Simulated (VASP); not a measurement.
# Cs2Zr2Ru (P4mm) in VASP: single point with PBE

Aim: the single point of Cs2Zr2Ru with PBE.

All numbers are computed with VASP 6.6.1; they aren't measurements. Logs are shortened: lines on timing, memory, paths and dates and some standing lists are left out, and cuts for length are marked.

## Step 1: Starting point

The structure is tetragonal, space group P4mm (No. 99). The conventional cell has a = 4.404 Å, b = 4.404 Å, c = 12.005 Å, α = 90.00°, β = 90.00°, γ = 90.00°. Around Cs (site symmetry 4mm) lie 4 Zr at 4.26 Å and 4 Cs at 4.40 Å. Cs (site symmetry 4mm) has 4 Ru at 3.81 Å and 4 Zr at 4.20 Å as nearest neighbours. Zr (site symmetry 2mm) is surrounded by 2 Ru at 2.60 Å. Around Ru (site symmetry 4mm) lie 4 Zr at 2.60 Å.

The cell was built by a generator and needn't be a form met in nature.

## Step 2: Single point, PBE

The input, INCAR:

```
SYSTEM = Cs2Zr2Ru
PREC = Accurate
ENCUT = 520
EDIFF = 1E-7
ISMEAR = 0
SIGMA = 0.01
LREAL = .False.
LASPH = .True.
NELM = 100
ALGO = Fast
ISIF = 2
LWAVE = .False.
LCHARG = .False.
GGA = PE
NBANDS = 36
```

The input, KPOINTS:

```
Automatic mesh
0
Gamma
  8 8 4
  0 0 0
```

The input, POSCAR:

```
Cs2Zr2Ru
1.0
    4.4040092131      0.0000000000      0.0000000000
    0.0000000000      4.4040092131      0.0000000000
    0.0000000000      0.0000000000     12.0046145812
Cs Zr Ru
2 2 1
Direct
    0.5000000000      0.5000000000      0.4806854356
    0.0000000000      0.0000000000      0.0827826878
    0.5000000000      0.0000000000      0.7848600800
    0.0000000000      0.5000000000      0.7848600800
    0.5000000000      0.5000000000      0.8996000467
```

Potentials or basis: VASP PAW PBE potentials, release 64 (Cs_sv, Zr_sv, Ru_pv).

Launch:

```bash
> cat potpaw_PBE.64/Cs_sv/POTCAR potpaw_PBE.64/Zr_sv/POTCAR potpaw_PBE.64/Ru_pv/POTCAR > POTCAR
> mpirun -np 1 vasp_std > vasp.out
```

OUTCAR:

```text
SYSTEM = Cs2Zr2Ru
   PREC = Accurate
   ENCUT = 520
   EDIFF = 1E-7
   ISMEAR = 0
   LREAL = .False.
   LASPH = .True.
   NELM = 100
   ISIF = 2
   GGA = PE

 ion  position               nearest neighbor table
   1  0.500  0.500  0.481-
   2  0.000  0.000  0.083-
   3  0.500  0.000  0.785-   5 2.60   5 2.60   4 3.11   4 3.11   4 3.11   4 3.11
   4  0.000  0.500  0.785-   5 2.60   5 2.60   3 3.11   3 3.11   3 3.11   3 3.11
   5  0.500  0.500  0.900-   3 2.60   4 2.60   3 2.60   4 2.60

  LATTYP: Found a simple tetragonal cell.
 ALAT       =     4.4040092131
 C/A-ratio  =     2.7258377538

  Lattice vectors:

 A1 = (   4.4040092131,   0.0000000000,   0.0000000000)
 A2 = (   0.0000000000,   4.4040092131,   0.0000000000)
 A3 = (   0.0000000000,   0.0000000000,  12.0046145812)

Analysis of symmetry for initial positions (statically):
=====================================================================
 Subroutine PRICEL returns:
 Original cell was already a primitive cell.

 Routine SETGRP: Setting up the symmetry group for a
 simple tetragonal supercell.

 Subroutine GETGRP returns: Found  8 space group operations
 (whereof  8 operations were pure point group operations)
 out of a pool of 16 trial point group operations.

The static configuration has the point symmetry C_4v.

Analysis of symmetry for dynamics (positions and initial velocities):
=====================================================================
 Subroutine PRICEL returns:
 Original cell was already a primitive cell.

 Routine SETGRP: Setting up the symmetry group for a
 simple tetragonal supercell.

 Subroutine GETGRP returns: Found  8 space group operations
 (whereof  8 operations were pure point group operations)
 out of a pool of 16 trial point group operations.

The dynamic configuration has the point symmetry C_4v.

 Subroutine INISYM returns: Found  8 space group operations
 (whereof  8 operations are pure point group operations),
 and found     1 'primitive' translations

----------------------------------------------------------------------------------------

                                     Primitive cell

  volume of cell :     232.8331

  direct lattice vectors                    reciprocal lattice vectors
     4.404009213  0.000000000  0.000000000     0.227065828  0.000000000  0.000000000
     0.000000000  4.404009213  0.000000000     0.000000000  0.227065828  0.000000000
     0.000000000  0.000000000 12.004614581     0.000000000  0.000000000  0.083301300

  length of vectors
     4.404009213  4.404009213 12.004614581     0.227065828  0.227065828  0.083301300

  position of ions in fractional coordinates (direct lattice)
     0.500000000  0.500000000  0.480685436
     0.000000000  0.000000000  0.082782688
     0.500000000  0.000000000  0.784860080
     0.000000000  0.500000000  0.784860080
     0.500000000  0.500000000  0.899600047

  ion indices of the primitive-cell ions
   primitive index   ion index
                 1           1
                 2           2
                 3           3
                 4           4
                 5           5

----------------------------------------------------------------------------------------

 KPOINTS: Automatic mesh

Automatic generation of k-mesh.
 Grid dimensions read from file:
 generate k-points for:    8    8    4

 Generating k-lattice:

  Cartesian coordinates                     Fractional coordinates (reciprocal lattice)
     0.028383229  0.000000000  0.000000000     0.125000000  0.000000000  0.000000000
     0.000000000  0.028383229  0.000000000     0.000000000  0.125000000  0.000000000
     0.000000000  0.000000000  0.020825325     0.000000000  0.000000000  0.250000000

  Length of vectors
     0.028383229  0.028383229  0.020825325

  Shift w.r.t. Gamma in fractional coordinates (k-lattice)
     0.000000000  0.000000000  0.000000000

 Subroutine IBZKPT returns following result:
 ===========================================

 Found     45 irreducible k-points:

 Following reciprocal coordinates:
            Coordinates               Weight
  0.000000  0.000000  0.000000      1.000000
  0.125000  0.000000  0.000000      4.000000
  0.250000  0.000000  0.000000      4.000000
  0.375000  0.000000  0.000000      4.000000
  0.500000  0.000000  0.000000      2.000000
  0.125000  0.125000  0.000000      4.000000
[... 16 lines left out ...]
  0.375000  0.125000  0.250000     16.000000
  0.500000  0.125000  0.250000      8.000000
 [... further k-points ...]
   k-points           NKPTS =     45   k-points in BZ     NKDIM =     45   number of bands    NBANDS=     36
   number of dos      NEDOS =    301   number of ions     NIONS =      5
   total plane-waves  NPLWV = 116640
   dimension x,y,z NGX =    36 NGY =   36 NGZ =   90
   dimension x,y,z NGXF=    72 NGYF=   72 NGZF=  180
   ions per type =               2   2   1
   NGX,Y,Z   is equivalent  to a cutoff of  13.59, 13.59, 12.46 a.u.
   NGXF,Y,Z  is equivalent  to a cutoff of  27.18, 27.18, 24.93 a.u.
 SYSTEM =  Cs2Zr2Ru
   PREC   = accura    normal or accurate (medium, high low for compatibility)
   ISTART =      0    job   : 0-new  1-cont  2-samecut
   ICHARG =      2    charge: 1-file 2-atom 10-const
   ISPIN  =      1    spin polarized calculation?
   LNONCOLLINEAR =      F non collinear calculations
   LSORBIT =      F    spin-orbit coupling
   LASPH  =      T    aspherical Exc in radial PAW
   ENCUT  =  520.0 eV  38.22 Ry    6.18 a.u.   8.19  8.19 22.32*2*pi/ulx,y,z
   NELM   =    100;   NELMIN=  2; NELMDL= -5     # of ELM steps
   EDIFF  = 0.1E-06   stopping-criterion for ELM
   LREAL  =      F    real-space projection
   EDIFFG = 0.1E-05   stopping-criterion for IOM
   NSW    =      0    number of steps for IOM
   IBRION =     -1    ionic relax: 0-MD 1-quasi-New 2-CG
   NFREE  =      0    steps in history (QN), initial steepest desc. (CG)
   ISIF   =      2    stress and relaxation
   ISYM   =      2    0-nonsym 1-usesym 2-fastsym
   POTIM  = 0.5000    time-step for ionic-motion
   TEBEG  =    0.0;   TEEND  =   0.0 temperature during run
   PSTRESS=    0.0 pullay stress
   NELECT =      56.0000    total number of electrons
   NUPDOWN=      -1.0000    fix difference up-down
   EMIN   =  10.00;   EMAX   =-10.00  energy-range for DOS
   EFERMI =   0.00;   METHOD = LEGACY
   ISMEAR =     0;   SIGMA  =   0.01  broadening in eV -4-tet -1-fermi 0-gaus
   EFERMI_NEDOS =   21; number of points for ismear=-14 and -15
   IALGO  =     68    algorithm
   IMIX   =      4    mixing-type and parameters
     AMIX     =   0.40;   BMIX     =  1.00
     AMIX_MAG =   1.60;   BMIX_MAG =  1.00
  volume/ion in A,a.u.               =      46.57       314.25
  Fermi-wavevector in a.u.,A,eV,Ry     =   1.018097  1.923925 14.102740  1.036522
  Thomas-Fermi vector in A             =   2.151536
   LORBIT       =      0    0 simple, 1 ext, 2 COOP (PROOUT), +10 PAW based schemes
   GGA     = PE    functional components
   LHFCALC =     F    Hartree Fock is set to
   AEXX    =    0.0000 exact exchange contribution
   IVDW    =     0    specifies the selected vdW correction
   LEPSILON=     F    determine dielectric tensor
   LRPA    =     F    only Hartree local field effects (RPA)
 non-spin polarized calculation
 RMM-DIIS sequential band-by-band and
 Gauss-broadening in eV      SIGMA  =   0.01
  energy-cutoff  :      520.00
  volume of cell :      232.83
 maximum number of plane-waves:      6312
 NGX is ok and might be reduce to    36
   NGX = 17   NGY = 17   NGZ = 45

 number of electron      56.0000001 magnetization

 Free energy of the ion-electron system (eV)
  ---------------------------------------------------
  ext. energy  EPLUGINS =         0.00000000
  ---------------------------------------------------
  free energy    TOTEN  =       -25.71637908 eV

  energy without entropy =      -25.71637908  energy(sigma->0) =      -25.71637908

 E-fermi :   3.2014     XC(G=0):  -7.6881

 val. band max:        3.1680323640   @ k =   0.5000   0.0000   0.5000
 cond. band min:       3.2344497066   @ k =   0.3750   0.3750   0.5000
 fundamental gap:      0.0664173426
 Fermi energy:         3.2013612022

 k-point     1 :       0.0000    0.0000    0.0000
  band No.  band energies     occupation
      1     -45.9829      2.00000
      2     -45.8499      2.00000
      3     -39.0260      2.00000
      4     -39.0260      2.00000
      5     -38.9830      2.00000
      6     -24.2208      2.00000
[... 28 lines left out ...]
     35       5.8688      0.00000
     36       6.0075      0.00000

 k-point     2 :       0.1250    0.0000    0.0000
  band No.  band energies     occupation
      1     -45.9782      2.00000
      2     -45.8552      2.00000
      3     -39.0260      2.00000
      4     -39.0243      2.00000
      5     -38.9837      2.00000
      6     -24.2030      2.00000
[... 28 lines left out ...]
     35       5.7114      0.00000
     36       5.9367      0.00000

 k-point     3 :       0.2500    0.0000    0.0000
  band No.  band energies     occupation
      1     -45.9645      2.00000
      2     -45.8704      2.00000
      3     -39.0259      2.00000
      4     -39.0198      2.00000
      5     -38.9858      2.00000
      6     -24.1507      2.00000
[... 28 lines left out ...]
     35       5.8517      0.00000
     36       5.9767      0.00000
[... 742 lines left out ...]
 k-point    23 :       0.3750    0.1250    0.2500
  band No.  band energies     occupation
      1     -45.9420      2.00000
      2     -45.8948      2.00000
      3     -39.0242      2.00000
      4     -39.0144      2.00000
      5     -38.9894      2.00000
      6     -24.1744      2.00000
[... 28 lines left out ...]
     35       5.1380      0.00000
     36       5.5678      0.00000

 k-point    24 :       0.5000    0.1250    0.2500
  band No.  band energies     occupation
      1     -45.9205      2.00000
      2     -45.9169      2.00000
      3     -39.0241      2.00000
      4     -39.0118      2.00000
      5     -38.9910      2.00000
      6     -24.0891      2.00000
[... 28 lines left out ...]
     35       5.0549      0.00000
     36       5.3265      0.00000

 [... further k-points ...]

------------------------ aborting loop because EDIFF is reached ----------------------------------------

  FORCE on cell =-STRESS in cart. coord.  units (eV):
  Direction    XX          YY          ZZ          XY          YZ          ZX
  --------------------------------------------------------------------------------------
  -------------------------------------------------------------------------------------
  Total        0.0491168      0.0491168      0.0661678     -0.0000000      0.0000000     -0.0000000
  in kB        0.3379838      0.3379838      0.4553156     -0.0000000      0.0000000     -0.0000000
  external PRESSURE =       0.3770944 kB  Pullay stress =       0.0000000 kB

 VOLUME and BASIS-vectors are now :
 -----------------------------------------------------------------------------
  energy-cutoff  :      520.00
  volume of cell :      232.83
      direct lattice vectors                 reciprocal lattice vectors
     4.404009213  0.000000000  0.000000000     0.227065828  0.000000000  0.000000000
     0.000000000  4.404009213  0.000000000     0.000000000  0.227065828  0.000000000
     0.000000000  0.000000000 12.004614581     0.000000000  0.000000000  0.083301300

 POSITION                                       TOTAL-FORCE (eV/Angst)
 -----------------------------------------------------------------------------------
      2.20200      2.20200      5.77044        -0.000000      0.000000     -0.003971
      0.00000      0.00000      0.99377        -0.000000      0.000000      0.008545
      2.20200      0.00000      9.42194        -0.000000      0.000000     -0.024245
      0.00000      2.20200      9.42194         0.000000      0.000000     -0.024245
      2.20200      2.20200     10.79935        -0.000000     -0.000000      0.043917
 -----------------------------------------------------------------------------------
    total drift:                                0.000000      0.000000      0.000996

  FREE ENERGIE OF THE ION-ELECTRON SYSTEM (eV)
  ---------------------------------------------------
  free  energy   TOTEN  =       -25.7163790789 eV

  energy  without entropy=      -25.7163790758  energy(sigma->0) =      -25.71637908
```

Wall time 11 min (1 thread of Intel Xeon Platinum 8488C (Sapphire Rapids), shared host); peak memory 0.58 GiB.

What came out:

```
Free energy            : -25.7164 eV
Pressure               : 0.0 GPa
Largest force          : 0.044 eV/Å
Band gap on the k mesh : 0.07 eV, indirect (least direct gap 0.17 eV)
```

Forces in eV/Å, atoms in the order of the input:
```
Cs   0.000  0.000 -0.004
Cs   0.000  0.000  0.009
Zr   0.000  0.000 -0.024
Zr   0.000  0.000 -0.024
Ru   0.000  0.000  0.044
```

Caveat: spin-orbit coupling is left out, which moves the levels of the heavy elements.
